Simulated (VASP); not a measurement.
# MoOs (P-6m2) in VASP: single point with LDA

Aim: the single point of MoOs with LDA.

Everything below comes from runs of VASP 6.6.1. Logs are shortened: lines on timing, memory, paths and dates and some standing lists are left out, and cuts for length are marked.

## Step 1: The crystal as given

It takes space group P-6m2 (No. 187, hexagonal). Conventional cell: a = 2.782 Å, b = 2.782 Å, c = 4.507 Å, α = 90.00°, β = 90.00°, γ = 120.00°. Mo (site symmetry -6m2) is surrounded by 6 Os at 2.77 Å and 6 Mo at 2.78 Å. Os (site symmetry -6m2) is surrounded by 6 Mo at 2.77 Å and 6 Os at 2.78 Å.

The cell comes from a database or a generator and needn't be the stable form of this composition.

## Step 2: Single point, LDA

The input, INCAR:

```
SYSTEM = MoOs
  PREC = Accurate
  ENCUT = 520
  EDIFF = 1E-6
  ISMEAR = 0
  SIGMA = 0.1
  LREAL = .FALSE.
  LASPH = .TRUE.
  NELM = 100
  ALGO = Normal
  ISIF = 2
  LWAVE = .FALSE.
  LCHARG = .FALSE.
  GGA = CA
  NBANDS = 18
```

The input, KPOINTS:

```
Automatic mesh
0
G
  9 9 4
  0 0 0
```

The input, POSCAR:

```
MoOs
1.0
    2.7817556855      0.0000000000      0.0000000000
   -1.3908778428      2.4090710908      0.0000000000
    0.0000000000      0.0000000000      4.5070550000
Mo Os
1 1
Direct
    0.6666666700      0.3333333300      0.5000000000
    0.3333333300      0.6666666700      0.0000000000
```

Potentials or basis: VASP PAW LDA potentials, release 64 (Mo_sv, Os).

The run is started by

```console
cat potpaw_LDA.64/Mo_sv/POTCAR potpaw_LDA.64/Os/POTCAR > POTCAR
mpirun -np 1 vasp_std > vasp.out
```

OUTCAR:

```text
SYSTEM = MoOs
   PREC = Accurate
   ENCUT = 520
   EDIFF = 1E-6
   ISMEAR = 0
   LREAL = .FALSE.
   LASPH = .TRUE.
   NELM = 100
   ISIF = 2
   GGA = CA

 ion  position               nearest neighbor table
   1  0.667  0.333  0.500-   2 2.77   2 2.77   2 2.77   2 2.77   2 2.77   2 2.77
   2  0.333  0.667  0.000-   1 2.77   1 2.77   1 2.77   1 2.77   1 2.77   1 2.77

  LATTYP: Found a hexagonal cell.
 ALAT       =     2.7817556855
 C/A-ratio  =     1.6202195698

  Lattice vectors:

 A1 = (   2.7817556855,   0.0000000000,   0.0000000000)
 A2 = (  -1.3908778428,   2.4090710908,   0.0000000000)
 A3 = (   0.0000000000,   0.0000000000,   4.5070550000)

Analysis of symmetry for initial positions (statically):
=====================================================================
 Subroutine PRICEL returns:
 Original cell was already a primitive cell.

 Routine SETGRP: Setting up the symmetry group for a
 hexagonal supercell.

 Subroutine GETGRP returns: Found 12 space group operations
 (whereof 12 operations were pure point group operations)
 out of a pool of 24 trial point group operations.

The static configuration has the point symmetry D_3h.

Analysis of symmetry for dynamics (positions and initial velocities):
=====================================================================
 Subroutine PRICEL returns:
 Original cell was already a primitive cell.

 Routine SETGRP: Setting up the symmetry group for a
 hexagonal supercell.

 Subroutine GETGRP returns: Found 12 space group operations
 (whereof 12 operations were pure point group operations)
 out of a pool of 24 trial point group operations.

The dynamic configuration has the point symmetry D_3h.

 Subroutine INISYM returns: Found 12 space group operations
 (whereof 12 operations are pure point group operations),
 and found     1 'primitive' translations

----------------------------------------------------------------------------------------

                                     Primitive cell

  volume of cell :      30.2038

  direct lattice vectors                    reciprocal lattice vectors
     2.781755685  0.000000000  0.000000000     0.359485200  0.207548877  0.000000000
    -1.390877843  2.409071091  0.000000000     0.000000000  0.415097754  0.000000000
     0.000000000  0.000000000  4.507055000     0.000000000  0.000000000  0.221874373

  length of vectors
     2.781755685  2.781755686  4.507055000     0.415097754  0.415097754  0.221874373

  position of ions in fractional coordinates (direct lattice)
     0.666666670  0.333333330  0.500000000
     0.333333330  0.666666670  0.000000000

  ion indices of the primitive-cell ions
   primitive index   ion index
                 1           1
                 2           2

----------------------------------------------------------------------------------------

 KPOINTS: Automatic mesh

Automatic generation of k-mesh.
 Grid dimensions read from file:
 generate k-points for:    9    9    4

 Generating k-lattice:

  Cartesian coordinates                     Fractional coordinates (reciprocal lattice)
     0.039942800  0.023060986  0.000000000     0.111111111 -0.000000000  0.000000000
     0.000000000  0.046121973  0.000000000     0.000000000  0.111111111  0.000000000
     0.000000000  0.000000000  0.055468593     0.000000000  0.000000000  0.250000000

  Length of vectors
     0.046121973  0.046121973  0.055468593

  Shift w.r.t. Gamma in fractional coordinates (k-lattice)
     0.000000000  0.000000000  0.000000000

 Subroutine IBZKPT returns following result:
 ===========================================

 Found     36 irreducible k-points:

 Following reciprocal coordinates:
            Coordinates               Weight
  0.000000  0.000000  0.000000      1.000000
  0.111111  0.000000  0.000000      6.000000
  0.222222  0.000000  0.000000      6.000000
  0.333333  0.000000  0.000000      6.000000
  0.444444  0.000000  0.000000      6.000000
  0.111111  0.111111  0.000000      6.000000
[... 16 lines left out ...]
  0.333333  0.222222  0.250000     24.000000
  0.333333  0.333333  0.250000      4.000000
 [... further k-points ...]
   k-points           NKPTS =     36   k-points in BZ     NKDIM =     36   number of bands    NBANDS=     18
   number of dos      NEDOS =    301   number of ions     NIONS =      2
   total plane-waves  NPLWV =  20736
   dimension x,y,z NGX =    24 NGY =   24 NGZ =   36
   dimension x,y,z NGXF=    48 NGYF=   48 NGZF=   72
   ions per type =               1   1
   NGX,Y,Z   is equivalent  to a cutoff of  14.34, 14.34, 13.28 a.u.
   NGXF,Y,Z  is equivalent  to a cutoff of  28.69, 28.69, 26.56 a.u.
 SYSTEM =  MoOs
   PREC   = accura    normal or accurate (medium, high low for compatibility)
   ISTART =      0    job   : 0-new  1-cont  2-samecut
   ICHARG =      2    charge: 1-file 2-atom 10-const
   ISPIN  =      1    spin polarized calculation?
   LNONCOLLINEAR =      F non collinear calculations
   LSORBIT =      F    spin-orbit coupling
   LASPH  =      T    aspherical Exc in radial PAW
   ENCUT  =  520.0 eV  38.22 Ry    6.18 a.u.   5.17  5.17  8.38*2*pi/ulx,y,z
   NELM   =    100;   NELMIN=  2; NELMDL= -5     # of ELM steps
   EDIFF  = 0.1E-05   stopping-criterion for ELM
[... 8 lines left out ...]
   TEBEG  =    0.0;   TEEND  =   0.0 temperature during run
   PSTRESS=    0.0 pullay stress
   NELECT =      22.0000    total number of electrons
   NUPDOWN=      -1.0000    fix difference up-down
   EMIN   =  10.00;   EMAX   =-10.00  energy-range for DOS
   EFERMI =   0.00;   METHOD = LEGACY
   ISMEAR =     0;   SIGMA  =   0.10  broadening in eV -4-tet -1-fermi 0-gaus
   EFERMI_NEDOS =   21; number of points for ismear=-14 and -15
   IALGO  =     38    algorithm
   IMIX   =      4    mixing-type and parameters
     AMIX     =   0.40;   BMIX     =  1.00
     AMIX_MAG =   1.60;   BMIX_MAG =  1.00
  volume/ion in A,a.u.               =      15.10       101.91
  Fermi-wavevector in a.u.,A,eV,Ry     =   1.472975  2.783518 29.519935  2.169654
  Thomas-Fermi vector in A             =   2.587924
   LORBIT       =      0    0 simple, 1 ext, 2 COOP (PROOUT), +10 PAW based schemes
   GGA     = CA    functional components
   LHFCALC =     F    Hartree Fock is set to
   AEXX    =    0.0000 exact exchange contribution
   IVDW    =     0    specifies the selected vdW correction
   LEPSILON=     F    determine dielectric tensor
   LRPA    =     F    only Hartree local field effects (RPA)
 non-spin polarized calculation
 Gauss-broadening in eV      SIGMA  =   0.10
  energy-cutoff  :      520.00
  volume of cell :       30.20
 maximum number of plane-waves:       827
 NGX is ok and might be reduce to    24
   NGX = 11   NGY = 11   NGZ = 17

 number of electron      22.0000001 magnetization

 Free energy of the ion-electron system (eV)
  ---------------------------------------------------
  ext. energy  EPLUGINS =         0.00000000
  ---------------------------------------------------
  free energy    TOTEN  =       -24.59242382 eV

  energy without entropy =      -24.57693163  energy(sigma->0) =      -24.58467773

 E-fermi :  10.2452     XC(G=0): -13.7628

 val. band max:       10.2313992292   @ k =   0.1111   0.1111   0.0000
 cond. band min:      10.2537379193   @ k =   0.2222   0.2222   0.5000
 fundamental gap:      0.0223386900
 Fermi energy:        10.2451836660

 k-point     1 :       0.0000    0.0000    0.0000
  band No.  band energies     occupation
      1     -50.1625      2.00000
      2     -24.5003      2.00000
      3     -23.7663      2.00000
      4     -23.7663      2.00000
      5       1.5194      2.00000
      6       4.5927      2.00000
[... 10 lines left out ...]
     17      20.3242      0.00000
     18      24.1354      0.00000

 k-point     2 :       0.1111    0.0000    0.0000
  band No.  band energies     occupation
      1     -50.1410      2.00000
      2     -24.4813      2.00000
      3     -23.9119      2.00000
      4     -23.7990      2.00000
      5       1.9916      2.00000
      6       4.9706      2.00000
[... 10 lines left out ...]
     17      20.2691      0.00000
     18      25.0755      0.00000

 k-point     3 :       0.2222    0.0000    0.0000
  band No.  band energies     occupation
      1     -50.0859      2.00000
      2     -24.4330      2.00000
      3     -24.2709      2.00000
      4     -23.8812      2.00000
      5       3.2057      2.00000
      6       5.5987      2.00000
[... 10 lines left out ...]
     17      19.9669      0.00000
     18      25.4293      0.00000

 k-point     4 :       0.3333    0.0000    0.0000
  band No.  band energies     occupation
      1     -50.0225      2.00000
      2     -24.6637      2.00000
      3     -24.3774      2.00000
      4     -23.9731      2.00000
      5       4.3078      2.00000
      6       5.4772      2.00000
[... 10 lines left out ...]
     17      20.1869      0.00000
     18      21.8773      0.00000

 k-point     5 :       0.4444    0.0000    0.0000
  band No.  band energies     occupation
      1     -49.9806      2.00000
      2     -24.9121      2.00000
      3     -24.3407      2.00000
      4     -24.0323      2.00000
      5       4.3988      2.00000
      6       5.4365      2.00000
[... 10 lines left out ...]
     17      20.0974      0.00000
     18      21.8853      0.00000

 k-point     6 :       0.1111    0.1111    0.0000
  band No.  band energies     occupation
      1     -50.1026      2.00000
      2     -24.4477      2.00000
      3     -24.1505      2.00000
      4     -23.8702      2.00000
      5       2.8575      2.00000
      6       5.5708      2.00000
[... 307 lines left out ...]
 k-point    21 :       0.4444    0.1111    0.2500
  band No.  band energies     occupation
      1     -49.9696      2.00000
      2     -24.8977      2.00000
      3     -24.3275      2.00000
      4     -24.1331      2.00000
      5       4.4960      2.00000
      6       5.3000      2.00000
[... 10 lines left out ...]
     17      20.0421      0.00000
     18      22.2817      0.00000

 k-point    22 :       0.2222    0.2222    0.2500
  band No.  band energies     occupation
      1     -49.9943      2.00000
      2     -24.6778      2.00000
      3     -24.3522      2.00000
      4     -24.1779      2.00000
      5       5.4250      2.00000
      6       5.6697      2.00000
[... 10 lines left out ...]
     17      20.9650      0.00000
     18      23.0233      0.00000

 k-point    23 :       0.3333    0.2222    0.2500
  band No.  band energies     occupation
      1     -49.9625      2.00000
      2     -24.7655      2.00000
      3     -24.3334      2.00000
      4     -24.3202      2.00000
      5       5.2802      2.00000
      6       6.1916      2.00000
[... 10 lines left out ...]
     17      20.5295      0.00000
     18      21.4587      0.00000

 k-point    24 :       0.3333    0.3333    0.2500
  band No.  band energies     occupation
      1     -49.9514      2.00000
      2     -24.5976      2.00000
      3     -24.5907      2.00000
      4     -24.3094      2.00000
      5       5.8424      2.00000
      6       6.2974      2.00000
[... 10 lines left out ...]
     17      19.6780      0.00000
     18      22.7417      0.00000

 [... further k-points ...]
[... 5 lines left out ...]
  --------------------------------------------------------------------------------------
  -------------------------------------------------------------------------------------
  Total       -2.7852721     -2.7852721     -3.4042387      0.0000000      0.0000000     -0.0000000
  in kB     -147.7463469   -147.7463469   -180.5797814      0.0000000      0.0000000     -0.0000000
  external PRESSURE =    -158.6908251 kB  Pullay stress =       0.0000000 kB

 VOLUME and BASIS-vectors are now :
 -----------------------------------------------------------------------------
  energy-cutoff  :      520.00
  volume of cell :       30.20
      direct lattice vectors                 reciprocal lattice vectors
     2.781755685  0.000000000  0.000000000     0.359485200  0.207548877  0.000000000
    -1.390877843  2.409071091  0.000000000     0.000000000  0.415097754  0.000000000
     0.000000000  0.000000000  4.507055000     0.000000000  0.000000000  0.221874373

 POSITION                                       TOTAL-FORCE (eV/Angst)
 -----------------------------------------------------------------------------------
      1.39088      0.80302      2.25353        -0.000000      0.000000      0.000000
     -0.00000      1.60605      0.00000         0.000000     -0.000000      0.000000
 -----------------------------------------------------------------------------------
    total drift:                               -0.000022      0.000013      0.000000

  FREE ENERGIE OF THE ION-ELECTRON SYSTEM (eV)
  ---------------------------------------------------
  free  energy   TOTEN  =       -24.5924238177 eV

  energy  without entropy=      -24.5769316328  energy(sigma->0) =      -24.58467773
```

Wall time 16 s (1 thread of Intel Xeon Platinum 8259CL at 2.50GHz (Skylake/Cascade Lake), shared host); peak memory 0.15 GiB.

What came out:

- Free energy: -24.5924 eV
- Pressure: -15.9 GPa
- Band gap on the k mesh: none (metal or under the smearing width)

Stress tensor (GPa, compression positive):
```
-14.77   0.00   0.00
  0.00 -14.77   0.00
  0.00   0.00 -18.06
```

Levels at points of the mesh, in eV from the Fermi level:
```tsv
k point	band 7	band 8	band 9	band 10	band 11	band 12	band 13	band 14	band 15	band 16
(0.00, 0.00, 0.00)	-2.04	-2.04	-1.55	-0.37	-0.37	-0.16	-0.16	1.08	3.01	3.01
(0.00, 0.00, 0.50)	-2.59	-2.26	-2.26	-1.71	-1.27	-1.27	1.65	1.65	2.67	2.67
```

Caveat: so large a pressure means that the cell lies far from this level's equilibrium, or that cutoff or potentials fall short. Spin-orbit coupling is left out, which matters for the levels of Os.
